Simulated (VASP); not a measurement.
Energy against volume of Ag (fcc). Level of theory: PBE GGA with D4 dispersion, VASP's PBE PAW potentials (set 64) (plane waves; VASP 6.6.1). Run with 520 eV cut-off, 15×15×15 Γ-centred mesh, first-order Methfessel-Paxton smearing of 0.10 eV, potentials Ag.

```csv
V (Å³/atom),E (eV/atom)
16.454,-3.26489
16.963,-3.27081
17.472,-3.26619
17.981,-3.25297
```

Problem. Fit these four points and predict the energy of the run at 15.945 Å³/atom.

Solution. A cubic in V^(−2/3), the third-order Birch-Murnaghan form, passes through the four points with V0 = 16.98 Å³/atom and B0 = 110 GPa, and gives -3.2461 eV/atom there. The run gave -3.2461 eV/atom, +0.0 meV/atom from the fit; all five points give B0 = 110 GPa.

The compound is Ag in the fcc structure. It was relaxed first.
